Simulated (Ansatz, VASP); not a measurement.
# Cross-check of AlBSb2 (CuAu-ordered zincblende type (invented)) between VASP and Ansatz

Wanted: the spread between two codes on one cell, functional and k mesh. The cell is generated by rule, not measured, and may not be a known phase. The cell is taken from a series of runs on this material, whose earlier steps may have relaxed, scaled, displaced or heated it; both programs get it as it stands.

Calculated with Ansatz 0.2.0; plane waves, with VASP 6.6.1 beside it; relaxation of cell and atoms at PBEsol.

**1. The starting structure**

It takes space group P-4m2 (No. 115, tetragonal). The conventional cell has a = 3.979 Å, b = 3.979 Å, c = 5.863 Å, α = 90.00°, β = 90.00°, γ = 90.00°. Nearest to B lie 4 Sb at 2.35 Å. Nearest to Al lie 4 Sb at 2.61 Å. Nearest to Sb lie 2 B at 2.35 Å and 2 Al at 2.61 Å. Farther neighbours are not listed.

As a file:

```cif
data_structure
_symmetry_space_group_name_H-M 'P 1'
_symmetry_Int_Tables_number 1
_cell_length_a 3.9787
_cell_length_b 3.9787
_cell_length_c 5.8628
_cell_angle_alpha 90.000
_cell_angle_beta 90.000
_cell_angle_gamma 90.000
_cell_volume 92.81
loop_
_atom_site_label
_atom_site_type_symbol
_atom_site_fract_x
_atom_site_fract_y
_atom_site_fract_z
_atom_site_occupancy
B1 B 0.00000 0.00000 0.00000 1
Al2 Al 0.50000 0.50000 0.50000 1
Sb3 Sb 0.00000 0.50000 0.21271 1
Sb4 Sb 0.50000 0.00000 0.78729 1
```

**2. VASP: relaxation of cell and atoms, PBEsol**

The relaxed volume is the usual yardstick between codes: in a stiff, nearly cubic crystal its relative difference is about their pressure difference at one cell divided by the bulk modulus.

Lines of VASP's logs that name or quote its potential files are left out, and so is its time.

INCAR reads:

```
SYSTEM = AlBSb2
PREC = Accurate
ENCUT = 500
EDIFF = 1E-07
NELM = 120
ISMEAR = 0
SIGMA = 0.1
LREAL = .FALSE.
ALGO = Normal
GGA = PS
NBANDS = 14
LORBIT = 11
LWAVE = .FALSE.
LCHARG = .FALSE.
ISIF = 3
IBRION = 2
NSW = 80
EDIFFG = -0.005
LASPH = .TRUE.
GGA_COMPAT = .FALSE.
NELMIN = 4
```

POSCAR reads:

```
AlBSb2
1.0
    3.9786680000      0.0000000000      0.0000000000
    0.0000000000      3.9786680000      0.0000000000
    0.0000000000      0.0000000000      5.8627710000
B Al Sb
1 1 2
Direct
    0.0000000000      0.0000000000      0.0000000000
    0.5000000000      0.5000000000      0.5000000853
    0.0000000000      0.5000000000      0.2127130669
    0.5000000000      0.0000000000      0.7872871037
```

KPOINTS reads:

```
Automatic mesh
0
Gamma
10 10 8
0 0 0
```

Potentials, in the order of the species: B, Al and Sb (PBE family, release 64).

Launch:

```
mpirun -np 1 vasp_std
```

Numbers of over 12 decimals in the logs are rounded to 6 here.

What it wrote:

```text
[banner, memory and clock lines left out]
running    1 mpi-ranks, on    1 nodes
 distrk:  each k-point on    1 cores,    1 groups
 distr:  one band on    1 cores,    1 groups

 POSCAR found type information on POSCAR B AlSb
 POSCAR found :  3 types and       4 ions
|                                                                             |
|               ----> ADVICE to this user running VASP <----                  |
|                                                                             |
|     You enforced a specific xc type in the INCAR file but a different       |
|     [... a line on the potential file left out ...]
|     I HOPE YOU KNOW WHAT YOU ARE DOING!                                     |
|                                                                             |

 LDA part: xc-table for (Slater+PW92), standard interpolation
 POSCAR, INCAR and KPOINTS ok, starting setup
 FFT: planning ... GRIDC
 FFT: planning ... GRID_SOFT
 FFT: planning ... GRID
 WAVECAR not read
 entering main loop
       N       E                     dE             d eps       ncg     rms          rms(c)
DAV:   1     0.474969300393E+02    0.47497E+02   -0.53904E+03  2940   0.894E+02
DAV:   2    -0.156937949353E+02   -0.63191E+02   -0.57550E+02  3738   0.135E+02
DAV:   3    -0.194940661368E+02   -0.38003E+01   -0.37174E+01  3914   0.372E+01
DAV:   4    -0.195462032754E+02   -0.52137E-01   -0.52102E-01  3330   0.489E+00
DAV:   5    -0.195470296492E+02   -0.82637E-03   -0.82633E-03  3944   0.684E-01    0.577E+00
DAV:   6    -0.190656848748E+02    0.48134E+00   -0.61206E-01  3568   0.516E+00    0.336E+00
DAV:   7    -0.190048581465E+02    0.60827E-01   -0.22909E-01  3270   0.280E+00    0.145E+00
DAV:   8    -0.189925556557E+02    0.12302E-01   -0.32716E-02  3754   0.115E+00    0.189E-01
DAV:   9    -0.189928320643E+02   -0.27641E-03   -0.35911E-03  3714   0.424E-01    0.993E-02
DAV:  10    -0.189929615270E+02   -0.12946E-03   -0.45957E-04  3576   0.127E-01    0.431E-02
DAV:  11    -0.189929928116E+02   -0.31285E-04   -0.51595E-05  3750   0.522E-02    0.127E-02
DAV:  12    -0.189929945800E+02   -0.17684E-05   -0.98254E-06  3738   0.240E-02    0.335E-03
DAV:  13    -0.189929946955E+02   -0.11553E-06   -0.21000E-06  3480   0.934E-03    0.208E-03
DAV:  14    -0.189929947073E+02   -0.11742E-07   -0.77482E-08  2412   0.217E-03
   1 F= -.18992995E+02 E0= -.18992738E+02  d E =-.189930E+02
[...]
2 F= -.18993626E+02 E0= -.18993359E+02  d E =-.631048E-03
[...]
3 F= -.18993830E+02 E0= -.18993566E+02  d E =-.835135E-03
[...]
4 F= -.18993830E+02 E0= -.18993566E+02  d E =-.834893E-03
 curvature:  -0.34 expect dE=-0.168E-04 dE for cont linesearch -0.904E-07
 ZBRENT: accuracy reached
 trial: gam= 0.02982 g(F)=  0.412E-05 g(S)=  0.453E-04 ort =-0.259E-04 (trialstep = 0.936E+00)
 search vector abs. value=  0.501E-04
 bond charge predicted
       N       E                     dE             d eps       ncg     rms          rms(c)
DAV:   1    -0.189938643612E+02   -0.34730E-04   -0.40333E-04  3468   0.125E-01    0.897E-03
DAV:   2    -0.189938631718E+02    0.11894E-05   -0.15965E-05  3618   0.271E-02    0.473E-03
DAV:   3    -0.189938628959E+02    0.27589E-06   -0.15961E-06  3618   0.749E-03    0.208E-03
DAV:   4    -0.189938629050E+02   -0.90371E-08   -0.15155E-07  2642   0.261E-03
   5 F= -.18993863E+02 E0= -.18993598E+02  d E =-.333043E-04
 trial-energy change:   -0.000033  1 .order   -0.000033   -0.000046   -0.000021
 step:   1.7142(harm=  1.7142)  dis= 0.00055  next Energy=   -18.993871 (dE=-0.417E-04)
 reached required accuracy - stopping structural energy minimisation
```

Parts of OUTCAR (step 2):

```text
ion  position               nearest neighbor table
   1  0.000  0.000  0.000-   4 2.35   4 2.35   3 2.35   3 2.35
   2  0.500  0.500  0.500-   3 2.61   4 2.61   4 2.61   3 2.61
   3  0.000  0.500  0.213-   1 2.35   1 2.35   2 2.61   2 2.61   4 3.76   4 3.76   4 3.76   4 3.76

  LATTYP: Found a simple tetragonal cell.
 ALAT       =     3.9786680000
 C/A-ratio  =     1.4735511985

 Subroutine GETGRP returns: Found  8 space group operations
 (whereof  8 operations were pure point group operations)

The static configuration has the point symmetry D_2d.

 Found    105 irreducible k-points:

   k-points           NKPTS =    105   k-points in BZ     NKDIM =    105   number of bands    NBANDS=     14

   dimension x,y,z NGX =    30 NGY =   30 NGZ =   48
   dimension x,y,z NGXF=    60 NGYF=   60 NGZF=   96

   ENCUT  =  500.0 eV  36.75 Ry    6.06 a.u.   7.25  7.25 10.69*2*pi/ulx,y,z

   NELECT =      16.0000    total number of electrons

 k-points in reciprocal lattice and weights: Automatic mesh
   0.00000000  0.00000000  0.00000000       0.001
   0.10000000  0.00000000  0.00000000       0.005
   0.20000000  0.00000000  0.00000000       0.005
   0.30000000  0.00000000  0.00000000       0.005
   0.40000000  0.00000000  0.00000000       0.005
   0.50000000  0.00000000  0.00000000       0.003
   0.10000000  0.10000000  0.00000000       0.005
   0.20000000  0.10000000  0.00000000       0.010
   0.30000000  0.10000000  0.00000000       0.010
[...]
0.50000000  0.40000000  0.50000000       0.005
   0.50000000  0.50000000  0.50000000       0.001

 average (electrostatic) potential at core
       1 -27.6790       2 -74.1662       3 -86.2106       4 -86.2106

 E-fermi :   6.3369

 k-point     1 :       0.0000    0.0000    0.0000
  band No.  band energies     occupation
    ...
      5       2.9153      2.00000
      6       5.8748      2.00000
      7       6.2380      1.83795
      8       6.3191      1.19836
      9       6.3191      1.19832
     10       6.8340      0.00000
     11       8.6224      0.00000
     12       8.6907      0.00000
     13       8.6907      0.00000
     14       8.7355      0.00000

 k-point     2 :       0.1000    0.0000    0.0000
  band No.  band energies     occupation
    ...
      4       2.4584      2.00000
      5       2.9807      2.00000
      6       5.3753      2.00000
      7       5.6308      2.00000
      8       6.2804      1.57581
      9       6.5322      0.00574
     10       7.3220      0.00000
     11       8.6228      0.00000
     12       8.7736      0.00000
     13       8.8421      0.00000
    ...

 k-point     3 :       0.2000    0.0000    0.0000
  band No.  band energies     occupation
    ...
      4       1.7314      2.00000
      5       3.1687      2.00000
      6       4.0472      2.00000
      7       4.8540      2.00000
      8       6.1518      1.99116
      9       6.7781      0.00000
     10       8.5643      0.00000
     11       8.8045      0.00000
     12       9.0236      0.00000
     13       9.0991      0.00000
    ...

  Total       -0.0190344     -0.0190344      0.0143031      0.0000000      0.0000000      0.0000000
  in kB       -0.3266034     -0.3266034      0.2454205      0.0000000      0.0000000      0.0000000
  external PRESSURE =      -0.1359287 kB  Pullay stress =       0.0000000 kB

  energy-cutoff  :      500.00
  volume of cell :       93.37
      direct lattice vectors                 reciprocal lattice vectors
     3.984035727  0.000000000  0.000000000     0.251001765  0.000000000  0.000000000
     0.000000000  3.984035727  0.000000000     0.000000000  0.251001765  0.000000000
     0.000000000  0.000000000  5.882780487    -0.000000000  0.000000000  0.169987645

 POSITION                                       TOTAL-FORCE (eV/Angst)
 -----------------------------------------------------------------------------------
      0.00000      0.00000      0.00000         0.000000      0.000000      0.000000
      1.99202      1.99202      2.94139         0.000000      0.000000      0.000000
      3.98404      1.99202      1.25176         0.000000     -0.000000      0.001093
      1.99202      0.00000      4.63102         0.000000      0.000000     -0.001093
 -----------------------------------------------------------------------------------
    total drift:                               -0.000000     -0.000000     -0.000132

  FREE ENERGIE OF THE ION-ELECTRON SYSTEM (eV)
  ---------------------------------------------------
  free  energy   TOTEN  =       -18.9938629050 eV

  energy  without entropy=      -18.9933333184  energy(sigma->0) =      -18.99359811

 reached required accuracy - stopping structural energy minimisation

 total charge
# of ion       s       p       d       tot
------------------------------------------
    1        0.653   0.960   0.000   1.612
    2        0.420   0.394   0.000   0.815
    3        1.106   1.382   0.042   2.530
    4        1.106   1.382   0.042   2.530
--------------------------------------------------
tot          3.285   4.118   0.085   7.488

[... 3 further parts left out ...]
```

[end of part 1 of 2]

[Lines on the potential files, build, host, timing and source positions are cut from VASP's logs without a mark.]

[Logs are printed without paths, hosts, clocks, repeated set-up lines and the standing remarks that a program may print on its own settings, such as how far it seeks lower states.]

[Hosts, paths, dates, database ids (printed as entryN), source tags and the programs' standing remarks are cut or masked in the printed files.]
